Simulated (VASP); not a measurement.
```xyz
2
Lattice="0.0000 2.9783 2.9783 2.9783 0.0000 2.9783 2.9783 2.9783 0.0000" Properties=species:S:1:pos:R:3 pbc="T T T"
Cu     0.0000     2.9783     2.9783
I      1.4891     1.4891     1.4891
```

All values below come from HSE06 screened hybrid, VASP's PBE PAW potentials (set 64) (plane waves; VASP). Numerical set-up: 520 eV cut-off, 6×6×6 Γ-centred mesh, Gaussian smearing of 0.050 eV, potentials Cu I.

Question: Give the stress tensor in GPa (positive for a compressed cell).

Answer: 
```
2.76  0.00  0.00
0.00  2.76  0.00
0.00  0.00  2.76
```
The pressure is its mean diagonal, 2.76 GPa.

The compound is CuI in the zinc blende structure. This cell is one point of a volume scan, at 0.94 of the reference volume. The cell's shape comes from a PBE relaxation.
